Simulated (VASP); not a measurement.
Input for VASP

**POSCAR**
```
FeAl
1.0
  0.0000000000   2.4203746484   2.4203746484
  2.4203746484   0.0000000000   2.4203746484
  2.4203746484   2.4203746484   0.0000000000
Fe Al
1 1
Direct
  0.0000000000   0.0000000000   1.0000000000
  0.5000000000   0.5000000000   0.5000000000
```

**INCAR**
```
NSW = 60   # most ionic steps
SYSTEM = FeAl
NELM = 100
SIGMA = 0.1   # width (eV)
PREC = Accurate
GGA = PS
ISPIN = 2   # spin-polarised
MAGMOM = 2.0 -0.0
IBRION = 2
EDIFFG = -0.01
ENCUT = 400   # plane-wave cut-off (eV)
ISMEAR = 1   # Methfessel-Paxton
EDIFF = 1E-6   # SCF stop (eV)
LMAXMIX = 4
ISIF = 3
LCHARG = F
LREAL = F   # projection in real space or not
LASPH = T   # aspherical one-centre terms
LWAVE = F
LORBIT = 10
ALGO = Normal   # blocked Davidson
```

File KPOINTS:
```
Automatic mesh
0
Gamma
12 12 12
0 0 0
```

POTCAR, in this order: Fe Al (PBE.64 set). Program: vasp_std.

Q: Write an equivalent input for Ansatz.

A: One equivalent input (not run):
Ansatz 0.2 input:
```yaml
crystal:
  lattice:
    - [0.0000000, 2.4203746, 2.4203746]
    - [2.4203746, 0.0000000, 2.4203746]
    - [2.4203746, 2.4203746, 0.0000000]
  atoms:
    - { symbol: Fe, position: [0.0000000, 0.0000000, 1.0000000], spin: 2 }
    - { symbol: Al, position: [0.5000000, 0.5000000, 0.5000000] }
kpoints:
  mp_grid: { grid: [12, 12, 12] }
hamiltonian:
  xc: pbesol
  pseudopotentials: { kind: paw }
magnetization: { spin_polarized: true }
scf:
  occupations: { method: methfessel_paxton, width: 0.1 }
  max_iter: 100
relax:
  max_steps: 60
  f_tol: 0.01
  cell: {}
output: { forces: true, stress: true, eigenvalues: true }
```
The two are equivalent in intent, not identical: each code has its own PAW files, so the cut-off isn't converted (ENCUT is set for VASP's; basis.ecutwfc is left out, and Ansatz then takes the one that its files recommend); Ansatz stops its SCF on the density residual and VASP on the energy change (EDIFF).

The structure was generated: FeAl was put into the rock salt type (Fm-3m), which need not be its known phase. It was relaxed first, which changed the volume by -30 %. The start is the result of an earlier pass.
